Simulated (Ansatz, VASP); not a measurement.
## Sn2W (Sn2W in the AlB2 type): VASP beside Ansatz

Wanted: the spread between two codes on one cell, functional and k mesh. The cell is generated by rule, not measured, and may not be a known phase. The cell is taken from a series of runs on this material, whose earlier steps may have relaxed, scaled, displaced or heated it; both programs get it as it stands.

Program: Ansatz 0.2.0. Level of theory: plane waves, with VASP 6.6.1 beside it; LDA. Results are calculated unless marked as measured.

The structure was built from a prototype and need not be the compound's stable phase.

## Step 1: Set-up

The structure is hexagonal, space group P6/mmm (No. 191). The conventional cell has a = 4.249 Å, b = 4.249 Å, c = 4.462 Å, α = 90.00°, β = 90.00°, γ = 120.00°. W has 12 Sn at 3.32 Å nearest. Nearest to Sn lie 3 Sn at 2.45 Å and 6 W at 3.32 Å. Farther neighbours are not listed.

As a file:

```xyz
3
Lattice="4.2494 0.0000 0.0000 -2.1247 3.6801 0.0000 0.0000 0.0000 4.4619" Properties=species:S:1:pos:R:3 pbc="T T T"
W     0.0000    0.0000    0.0000
Sn    0.0000    2.4534    2.2310
Sn    2.1247    1.2267    2.2310
```

## Step 2: VASP: single point, LDA

A single point takes one fixed geometry, so differences don't come from the geometry; what else differs is listed under the comparison.

Lines of VASP's logs that name or quote its potential files are left out, and so is its time.

INCAR reads:

```
SYSTEM = Sn2W
PREC = Accurate
ENCUT = 600
EDIFF = 1E-06
NELM = 120
ISMEAR = 0
SIGMA = 0.1
LREAL = .FALSE.
ALGO = Normal
GGA = PW92
NBANDS = 23
LASPH = .TRUE.
LORBIT = 11
LWAVE = .FALSE.
LCHARG = .FALSE.
ISIF = 2
GGA_COMPAT = .FALSE.
```

POSCAR reads:

```
Sn2W
1.0
    4.2494400000      0.0000000000      0.0000000000
   -2.1247200000      3.6801200000      0.0000000000
    0.0000000000      0.0000000000      4.4619100000
W Sn
1 2
Direct
    0.0000000000      0.0000000000      0.0000000000
    0.3333333333      0.6666666667      0.5000000000
    0.6666666667      0.3333333333      0.5000000000
```

KPOINTS reads:

```
Automatic mesh
0
Gamma
6 6 4
0 0 0
```

Potentials, in the order of the species: W and Sn_d (LDA family, release 64).

Started as:

```bash
mpirun -np 1 vasp_std
```

Numbers of over 12 decimals in the logs are rounded to 6 here.

Log:

```text
[banner, memory and clock lines left out]
running    1 mpi-ranks, on    1 nodes
 distrk:  each k-point on    1 cores,    1 groups
 distr:  one band on    1 cores,    1 groups

 POSCAR found type information on POSCAR W Sn
 POSCAR found :  2 types and       3 ions
|                                                                             |
|               ----> ADVICE to this user running VASP <----                  |
|                                                                             |
|     You enforced a specific xc type in the INCAR file but a different       |
|     [... a line on the potential file left out ...]
|     I HOPE YOU KNOW WHAT YOU ARE DOING!                                     |
|                                                                             |

 LDA part: xc-table for (Slater(with rela. corr.)+PW92), standard interpolation
 POSCAR, INCAR and KPOINTS ok, starting setup
 FFT: planning ... GRIDC
 FFT: planning ... GRID_SOFT
 FFT: planning ... GRID
 WAVECAR not read
 entering main loop
       N       E                     dE             d eps       ncg     rms          rms(c)
DAV:   1     0.298568629463E+03    0.29857E+03   -0.18700E+04   987   0.238E+03
DAV:   2     0.193458673811E+02   -0.27922E+03   -0.27217E+03   966   0.544E+02
DAV:   3    -0.155232028540E+02   -0.34869E+02   -0.34186E+02  1225   0.164E+02
DAV:   4    -0.168456531359E+02   -0.13225E+01   -0.13061E+01  1079   0.345E+01
DAV:   5    -0.168903136460E+02   -0.44661E-01   -0.44621E-01  1393   0.625E+00    0.961E+00
DAV:   6    -0.160705782410E+02    0.81974E+00   -0.71787E+00  1235   0.887E+00    0.363E+00
DAV:   7    -0.156928305835E+02    0.37775E+00   -0.14307E+00  1261   0.780E+00    0.280E+00
DAV:   8    -0.156494879703E+02    0.43343E-01   -0.15983E-01  1314   0.361E+00    0.278E-01
DAV:   9    -0.156479414440E+02    0.15465E-02   -0.91794E-03  1188   0.134E+00    0.139E-01
DAV:  10    -0.156473402219E+02    0.60122E-03   -0.96171E-04  1284   0.355E-01    0.516E-02
DAV:  11    -0.156473311473E+02    0.90747E-05   -0.72526E-05  1284   0.808E-02    0.220E-02
DAV:  12    -0.156473292898E+02    0.18575E-05   -0.76095E-06  1345   0.304E-02    0.588E-03
DAV:  13    -0.156473291552E+02    0.13454E-06   -0.11797E-06   714   0.814E-03
   1 F= -.15647329E+02 E0= -.15633932E+02  d E =-.267953E-01
```

From OUTCAR (step 2):

```text
ion  position               nearest neighbor table
   1  0.000  0.000  0.000-   2 3.32   2 3.32   3 3.32   3 3.32   2 3.32   3 3.32   2 3.32   3 3.32
                             3 3.32   3 3.32   2 3.32   2 3.32
   2  0.333  0.667  0.500-   3 2.45   3 2.45   3 2.45   1 3.32   1 3.32   1 3.32   1 3.32   1 3.32
                             1 3.32
   3  0.667  0.333  0.500-   2 2.45   2 2.45   2 2.45   1 3.32   1 3.32   1 3.32   1 3.32   1 3.32
                             1 3.32

  LATTYP: Found a hexagonal cell.
 ALAT       =     4.2494400000
 C/A-ratio  =     1.0499995293

 Subroutine GETGRP returns: Found 24 space group operations
 (whereof 24 operations were pure point group operations)

The static configuration has the point symmetry D_6h.

 Found     21 irreducible k-points:

   k-points           NKPTS =     21   k-points in BZ     NKDIM =     21   number of bands    NBANDS=     23

   dimension x,y,z NGX =    36 NGY =   36 NGZ =   36
   dimension x,y,z NGXF=    72 NGYF=   72 NGZF=   72

   ENCUT  =  600.0 eV  44.10 Ry    6.64 a.u.   8.49  8.49  8.91*2*pi/ulx,y,z

   NELECT =      34.0000    total number of electrons

 k-points in reciprocal lattice and weights: Automatic mesh
   0.00000000  0.00000000  0.00000000       0.007
   0.16666667  0.00000000  0.00000000       0.042
   0.33333333 -0.00000000  0.00000000       0.042
   0.50000000 -0.00000000  0.00000000       0.021
   0.16666667  0.16666667  0.00000000       0.042
   0.33333333  0.16666667  0.00000000       0.083
   0.33333333  0.33333333  0.00000000       0.014
   0.00000000  0.00000000  0.25000000       0.014
   0.16666667  0.00000000  0.25000000       0.083
[...]
0.33333333  0.16666667  0.50000000       0.083
   0.33333333  0.33333333  0.50000000       0.014

 average (electrostatic) potential at core
       1 -38.3662       2 -99.4114       3 -99.4114

 E-fermi :   8.0940

 k-point     1 :       0.0000    0.0000    0.0000
  band No.  band energies     occupation
    ...
     14       5.4085      2.00000
     15       6.0127      2.00000
     16       7.7740      1.99999
     17       7.7903      1.99998
     18       7.7903      1.99998
     19       8.3931      0.00002
     20       9.2125      0.00000
     21       9.2125      0.00000
     22      10.0428      0.00000
     23      10.0428      0.00000

 k-point     2 :       0.1667    0.0000    0.0000
  band No.  band energies     occupation
    ...
     13       5.0092      2.00000
     14       5.1409      2.00000
     15       6.2277      2.00000
     16       7.3500      2.00000
     17       7.7463      2.00000
     18       8.1972      0.14409
     19       8.4070      0.00001
     20       8.5006      0.00000
     21       9.7588      0.00000
     22      11.7997      0.00000
    ...

 k-point     3 :       0.3333   -0.0000    0.0000
  band No.  band energies     occupation
    ...
     13       4.5829      2.00000
     14       5.0952      2.00000
     15       5.9358      2.00000
     16       7.4769      2.00000
     17       7.6617      2.00000
     18       8.2274      0.05918
     19       8.4877      0.00000
     20       8.9181      0.00000
     21      11.2450      0.00000
     22      11.7276      0.00000
    ...

  Total        8.6774950      8.6774809     -8.5098073      0.0000000      0.0000000      0.0000000
  in kB      199.2463923    199.2460683   -195.3960684      0.0000000      0.0000000      0.0000000
  external PRESSURE =      67.6987974 kB  Pullay stress =       0.0000000 kB

  energy-cutoff  :      600.00
  volume of cell :       69.78
      direct lattice vectors                 reciprocal lattice vectors
     4.249440000  0.000000000  0.000000000     0.235325125  0.135865135  0.000000000
    -2.124720000  3.680120000  0.000000000     0.000000000  0.271730270  0.000000000
     0.000000000  0.000000000  4.461910000     0.000000000  0.000000000  0.224119267

 POSITION                                       TOTAL-FORCE (eV/Angst)
 -----------------------------------------------------------------------------------
      0.00000      0.00000      0.00000         0.000000      0.000000      0.000000
     -0.00000      2.45341      2.23095        -0.000000     -0.000000      0.000000
      2.12472      1.22671      2.23095         0.000000      0.000000      0.000000
 -----------------------------------------------------------------------------------
    total drift:                                0.000000     -0.000000     -0.000000

  FREE ENERGIE OF THE ION-ELECTRON SYSTEM (eV)
  ---------------------------------------------------
  free  energy   TOTEN  =       -15.6473291552 eV

  energy  without entropy=      -15.6205338650  energy(sigma->0) =      -15.63393151

 total charge
# of ion       s       p       d       tot
------------------------------------------
    1        0.562   0.176   3.810   4.547
    2        1.185   1.401  10.093  12.679
    3        1.185   1.401  10.093  12.679
--------------------------------------------------
tot          2.931   2.978  23.996  29.906

[... 3 further parts left out ...]
```

The data set W keeps the semicore shell frozen, which is cheaper and a little less accurate.

## Step 3: Ansatz: single point, LDA

Ansatz runs on its PAW soft_1 files.

The same cell, functional (in two slightly different forms), mesh and smearing now go to Ansatz, which takes its cutoff from its data sets.

input.yaml reads:

```yaml
crystal:
  lattice:
    - [4.24944, 0.0, 0.0]
    - [-2.12472, 3.68012, 0.0]
    - [0.0, 0.0, 4.46191]
  atoms:
    - { symbol: W, position: [0.0, 0.0, 0.0] }
    - { symbol: Sn, position: [0.33333333, 0.66666667, 0.5] }
    - { symbol: Sn, position: [0.66666667, 0.33333333, 0.5] }
kpoints:
  mp_grid: { grid: [6, 6, 4] }
hamiltonian:
  xc: lda
  pseudopotentials: { kind: paw, azcp: { folder: soft_1 }, xc_functional: pbe }
scf:
  occupations: { method: gaussian, width: 0.1 }
output:
  forces: true
  stress: true
  eigenvalues: true
```

Started as:

```bash
ansatz run input.yaml --threads 4 --pin off --max-ram 12288MiB --backend cpu --events-out ev --progress --plain --runs-dir out
```

Log:

```text
Engine: ansatz 0.2.0, x86_64-unknown-linux-gnu
Pseudopotentials: kind: paw
Pseudopotential: W, paw, valence charge 14, recommended cutoff 420 eV (normal), soft_1/W.paw.azcp
Pseudopotential: Sn, paw, valence charge 14, recommended cutoff 420 eV (normal), soft_1/Sn.paw.azcp
Functional definition: SPW92
  exchange = slater_x
  correlation = pw_c
Crystal: 3 atoms, lattice volume = 69.777 Å³
Basis set: ecut = 420 eV, 1377 PW (Γ)
Bands: 26, of which v1, the nominal top of the filled ones, is band 21 counted from 1 (20 counted from 0)
Symmetry: 24 space group operations
Space group: P6/mmm (ITA 191), of the structure as read, at distance tolerance 4.1e-5 Å
k-points: 21 of 144
Non-local potential: W, projectors of the file, l = 0: 3, l = 1: 2, l = 2: 2, l = 3: 1
Non-local potential: Sn, projectors of the file, l = 0: 2, l = 1: 2, l = 2: 2, l = 3: 1
PAW form: soft (Blöchl's): semilocal exchange-correlation on the pseudo side does not see the compensation charge
PAW frozen core: W, regenerated for the run's functional, and the local potential with it (the file was generated under x = pbe(κ = 0.804, μ = 0.219515), c = pbe(β = 0.066725))
PAW frozen core: Sn, regenerated for the run's functional, and the local potential with it (the file was generated under x = pbe(κ = 0.804, μ = 0.219515), c = pbe(β = 0.066725))
PAW one-centre angular grid: W, 590 points (default); XC on 64 Gauss nodes
PAW one-centre angular grid: Sn, 590 points (default); XC on 64 Gauss nodes
Initial density: superposition of atomic densities (chi_scale 0.1, normalization cell, long waves kept (reshape's long-wave potential 0.00 eV rms))
Initial wavefunctions: pseudopotential atomic-orbital guess
Functional: x = slater, c = lda
SCF iter   1: F=—  HF=-21883.347721 eV  |F-HF|=—  |Δ(HF+E_count)|=         —  Δρ=5.45e-2  dr2=5.41e0  ethr=3.10e-3  ⟨swp⟩=6.2  Hψ=2531  notcnv=0
preconditioner: auto → Kerker (q_TF=auto, 2.507 Å⁻¹)  [metal: Δε(μ)=0.018 eV  Ē_g=16.957 eV  σ=0.100 eV  W_gap=0.10  n_scr=20 (ndim 8)  ℏωp=25.9 eV  f_vac=0.000  D(μ)=6.43/eV (n_scr^D=82)]
SCF iter   2: F=—  HF=-21882.456379 eV  |F-HF|=—  |Δ(HF+E_count)|=   8.91e-1  Δρ=1.52e-2  dr2=2.50e-1  ethr=3.10e-3  ⟨swp⟩=2.8  Hψ=900  notcnv=0  defer=5
SCF iter   3: F=—  HF=-21882.404975 eV  |F-HF|=—  |Δ(HF+E_count)|=   5.14e-2  Δρ=7.16e-3  dr2=3.05e-2  ethr=5.95e-4  ⟨swp⟩=2.0  Hψ=711  notcnv=0  defer=5
SCF iter   4: F=—  HF=-21882.397175 eV  |F-HF|=—  |Δ(HF+E_count)|=   7.80e-3  Δρ=2.37e-3  dr2=6.60e-3  ethr=7.26e-5  ⟨swp⟩=2.0  Hψ=663  notcnv=0  defer=5
SCF iter   5: F=—  HF=-21882.395897 eV  |F-HF|=—  |Δ(HF+E_count)|=   1.28e-3  Δρ=6.25e-4  dr2=3.30e-4  ethr=1.57e-5  ⟨swp⟩=2.2  Hψ=643  notcnv=0  defer=5
SCF iter   6: F=—  HF=-21882.395830 eV  |F-HF|=—  |Δ(HF+E_count)|=   6.65e-5  Δρ=2.26e-4  dr2=6.67e-5  ethr=7.87e-7  ⟨swp⟩=2.1  Hψ=708  notcnv=0  defer=5
SCF iter   7: F=—  HF=-21882.395808 eV  |F-HF|=—  |Δ(HF+E_count)|=   2.22e-5  Δρ=6.05e-5  dr2=3.06e-6  ethr=1.59e-7  ⟨swp⟩=2.7  Hψ=856  notcnv=0  defer=5
SCF iter   8: F=—  HF=-21882.395808 eV  |F-HF|=—  |Δ(HF+E_count)|=   1.72e-7  Δρ=1.91e-5  dr2=4.92e-7  ethr=7.28e-9  ⟨swp⟩=2.0  Hψ=663  notcnv=0  defer=5
SCF iter   9: F=-21882.395808 eV  HF=-21882.395808 eV  |F-HF|=4.36e-8  |Δ(HF+E_count)|=   4.23e-8  Δρ=5.71e-6  dr2=4.80e-8  ethr=2.38e-10  ⟨swp⟩=7.2  Hψ=2219  notcnv=0
SCF 1 converged in 9 iterations: F = -21882.395808 eV  dr2 = 4.80e-8
  greatest PAW one-centre occupation: 0.999 electrons in one spin orbital (limit 2), on the W atom at site 0 (counted from 0), in its partial waves of l = 0
SCF converged after 9 iterations
Free energy (F): -21882.395808 eV
Harris-Foulkes:  -21882.395808 eV  (|F-HF|=4.36e-8)
Internal energy: -21882.369777 eV  (E = F + TS)
E sigma→0 (E₀):  -21882.382792 eV
Entropy (-TS):   -0.026031 eV (-8.677 meV/atom)
Fermi energy:    13.478819 eV
--- Per-component energies (eV) ---
  E_band       = -315.565417
  E_kinetic    = 762.567280
  E_local      = -2888.675314  (includes V_loc(G=0)·N_el)
  E_nonlocal   = 283.680124
  E_hartree    = 1369.307499
  E_xc         = -514.288768
  E_vxc        = -391.812506  (∫ρ·V_xc dr)
  E_paw        = -16776.641872  (= ΣΔE_a)
  E_vpaw       = -819.938387  (= ΣTr[D̂ρ^β])
  E_aug_tail   = 0.000693  (compensation charges beyond the density's cutoff)
  E_ewald      = -4119.452451
  E_core_change = 1.133031  (= ΣΔE_core)
  E_smearing   = -0.026031  (= −TS)
  E_closure    = -0.000000  (closes the sum)
  Σ components = -21882.395808   (vs F -21882.395808, Δ=0.00e0)
--- Forces (eV/Å), atoms counted from 1 ---
  atom   1  W      0.00000000    -0.00000000     0.00000000
  atom   2  Sn     0.00000000     0.00000000    -0.00000000
  atom   3  Sn     0.00000000    -0.00000000     0.00000000
  max |Σ_I F_I| component: 3.70e-17 eV/Å
--- Stress (GPa, compression-positive) ---
       20.113706      -0.000000      -0.000000
        0.000000      20.113706      -0.000000
       -0.000000      -0.000000     -19.254913
  P = ⅓ Tr σ = 6.9908 GPa (69.908 kbar)
--- Band table (eV; the first three rows and the last of 21) ---
  k-point 0: bands = [... 17 lower, 10.7963, 11.3878, 13.1084, 13.1883, 13.1883, 13.7428, 14.6155, 14.6155, ... 1 higher]
  k-point 1: bands = [... 17 lower, 11.1929, 12.5685, 12.5685, 12.6722, 13.3787, 13.8542, 13.8542, 16.0375, ... 1 higher]
  k-point 2: bands = [... 17 lower, 12.0219, 12.1837, 12.1837, 12.7078, 12.7078, 13.2777, 13.7476, 17.1131, ... 1 higher]
  k-point 20: bands = [... 17 lower, 10.4302, 10.4302, 12.1849, 13.8331, 13.9821, 13.9821, 14.6174, 14.6174, ... 1 higher]
```

The column dr2 measures how far the density is from self-consistency, as an energy; F and HF (Harris–Foulkes) agree once it is small.

The run ends at a pressure of 6.99 GPa.

## Step 4: Comparison

Known differences besides the potentials themselves: the data sets hold 42 valence electrons in Ansatz (on its PAW soft_1 files) and 34 in VASP; the cutoff is 420 eV in Ansatz and 600 eV in VASP; VASP's log shows a relativistic correction to its local exchange, Ansatz's none. Total energies have different zeros and are not compared.

The two programs side by side:

| quantity | Ansatz | VASP | difference |
| --- | --- | --- | --- |
| pressure (GPa) | 6.99 | 6.77 | +0.22 |

## Step 5: Results

| Item | Value |
| --- | --- |
| difference in pressure (single point, LDA) | 0.22 GPa |

What this shows: The difference in pressure is 0.22 GPa (single point, LDA), within the 1 GPa picked in this series as the mark of a large difference. The data sets hold unlike numbers of valence electrons (42 in Ansatz and 34 in VASP), so part of the differences may come from the potentials. How closely two codes agree says nothing of how well the functional describes the real material.

[Lines on the potential files, build, host, timing and source positions are cut from VASP's logs without a mark.]

[Logs are printed without paths, hosts, clocks, repeated set-up lines and the standing remarks that a program may print on its own settings, such as how far it seeks lower states.]

[Hosts, paths, dates, database ids (printed as entryN), source tags and the programs' standing remarks are cut or masked in the printed files.]
